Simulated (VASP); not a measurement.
A VASP calculation is set up with these files.

KPOINTS:
```
Automatic mesh
0
Gamma
10 10 10
0 0 0
```

INCAR:
```
! general
SYSTEM  = Hf2Hg
PREC    = Accurate
ENCUT   = 300   ! plane-wave cut-off (eV)
LREAL   = F   ! projection in real space or not
LASPH   = T

! electronic loop
EDIFF   = 1E-6
NELM    = 100
ALGO    = Normal
LMAXMIX = 6   ! l cut-off of mixed one-centre charges

! smearing
ISMEAR  = 0
SIGMA   = 0.05   ! width (eV)

! ions
IBRION  = 2   ! conjugate gradients
NSW     = 50   ! most ionic steps
ISIF    = 3   ! ions, shape and volume
EDIFFG  = -0.01   ! ionic stop

! output
LWAVE   = F
LCHARG  = F
```

### POSCAR
```
Hf2Hg
1
   -1.6510540000     1.6510540000     5.7528220000
    1.6510540000    -1.6510540000     5.7528220000
    1.6510540000     1.6510540000    -5.7528220000
Hf Hg
2 1
Direct
  0.6657300000   0.6657300000   0.0000000000
  0.3342700000   0.3342700000   0.0000000000
  0.0000000000   0.0000000000   0.0000000000
```

POTCAR, in this order: Hf_pv Hg (LDA.64 set). Program: vasp_std.

**Question.** Write an equivalent input for Quantum ESPRESSO's pw.x.

**Answer.** One equivalent input (not run):
```
&CONTROL
  calculation = 'vc-relax'
  pseudo_dir = './pseudo'
  outdir = './out'
  tprnfor = .true.
  tstress = .true.
  nstep = 50
  forc_conv_thr = 0.00039
/
&SYSTEM
  ibrav = 0
  nat = 3
  ntyp = 2
  ecutwfc = 60
  occupations = 'smearing'
  smearing = 'gaussian'
  degauss = 0.003675
  input_dft = 'pz'
/
&ELECTRONS
  conv_thr = 7.3e-08
  electron_maxstep = 100
/
&IONS
/
&CELL
/
ATOMIC_SPECIES
  Hf 178.490 Hf.upf
  Hg 200.592 Hg.upf
CELL_PARAMETERS angstrom
    -1.6510540    1.6510540    5.7528220
     1.6510540   -1.6510540    5.7528220
     1.6510540    1.6510540   -5.7528220
ATOMIC_POSITIONS crystal
  Hf   0.6657300  0.6657300  0.0000000
  Hf   0.3342700  0.3342700  0.0000000
  Hg   0.0000000  0.0000000  0.0000000
K_POINTS automatic
  10 10 10 0 0 0
```
What does not carry over: the potentials are each code's own (VASP's PAW set, PseudoDojo norm-conserving files in pw.x), so ENCUT and ecutwfc are chosen apart and not converted; conv_thr bounds pw.x's estimated SCF error, while EDIFF bounds the energy change between steps; forc_conv_thr acts on force components and is met together with etot_conv_thr.

The structure comes from a computed database's Hf2Hg entry; how it stands against other phases isn't given here. This run relaxes it. Symmetry was kept, so distortions that lower it aren't found. The run is one of a series of settings (EDIFFG = -0.01, IBRION = 2, ISIF = 3, NSW = 50 against the base run), some of them coarse on purpose.
